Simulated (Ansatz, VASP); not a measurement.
## One calculation of HfB4C, two programs

The input INCAR:

```
SYSTEM = HfB4C
PREC = Accurate ; ENCUT = 520
EDIFF = 1E-6 ; ISMEAR = 0
SIGMA = 0.1 ; LREAL = .False.
LASPH = .True. ; NELM = 60
ALGO = Normal ; ISIF = 2
LWAVE = .False. ; LCHARG = .False.
GGA = PE ; NBANDS = 22
```

File KPOINTS:

```
regular mesh
0
Gamma
  6 6 2
  0 0 0
```

POSCAR

```
HfB4C
1.0
    2.9240217700      0.0000000000      0.0000000000
   -1.4620108900      2.5322771400      0.0000000000
    0.0000000000      0.0000000000      7.5328336300
Hf B C
1 4 1
Direct
    0.0000000000      0.0000000000      0.0000000000
    0.0000000000      0.0000000000      0.7071691200
    0.6666666700      0.3333333300      0.7986019800
    0.6666666700      0.3333333300      0.2013980200
    0.0000000000      0.0000000000      0.2928308800
    0.6666666700      0.3333333300      0.5000000000
```

Input for Ansatz:

```yaml
crystal:
  lattice:
    - [2.92402177, 0.0, 0.0]
    - [-1.46201089, 2.53227714, 0.0]
    - [0.0, 0.0, 7.53283363]
  atoms:
    - { symbol: Hf, position: [0.0, 0.0, 0.0] }
    - { symbol: B, position: [0.0, 0.0, 0.70716912] }
    - { symbol: B, position: [0.66666667, 0.33333333, 0.79860198] }
    - { symbol: B, position: [0.66666667, 0.33333333, 0.20139802] }
    - { symbol: B, position: [0.0, 0.0, 0.29283088] }
    - { symbol: C, position: [0.66666667, 0.33333333, 0.5] }
basis:
  ecutwfc: 420
kpoints:
  mp_grid: { grid: [6, 6, 2] }
hamiltonian:
  xc: pbe
scf:
  occupations: { method: gaussian, width: 0.1 }
  lower_state_search: "off"
output:
  forces: true
  stress: true
  eigenvalues: true
```

Change from the starting cell: species swapped into the B4OsW type (P-6m2, No. 187).

Alike in both runs: task single point; functional PBE; k mesh 6 × 6 × 2; occupations gaussian, width 0.1 eV; no spin polarisation.

|  | VASP | Ansatz |
| --- | --- | --- |
| version | VASP 6.6.1 | Ansatz 0.2.0 |
| potentials or method | VASP PAW PBE potentials, release 64 (Hf_pv, B, C) | scalar-relativistic, plane waves, PAW |
| plane-wave cutoff (eV) | 520 | 420 |
| valence electrons in the cell | 26 | 42 |

VASP gave:

| Item | Value |
| --- | --- |
| gap on the k mesh at the Fermi level (eV) | none |
| pressure (GPa) | 13.2 |
| largest component of the traceless stress (GPa) | 28.38 |
| rms of the force components (eV/Å) | 1.715 |

Estimate Ansatz's values.

gap on the k mesh at the Fermi level (eV): none; pressure (GPa): 12.8; largest component of the traceless stress (GPa): 29.15; rms of the force components (eV/Å): 1.684.

Atom by atom the forces differ by 0.031 eV/Å (rms over components). A gap of «none» marks a metal or a gap that the smearing closes. The functional is the same, so the differences come from potentials, cutoffs and numerics. The two sets of potentials don't hold the same shells in valence.

Caveats: the k mesh is coarse (spacing up to 0.42 Å⁻¹), so the values aren't converged; forces of over 1 eV/Å show positions far from the minimum, so gaps and moduli don't describe the material at rest. Spin-orbit coupling is left out, which matters for the levels of Hf.
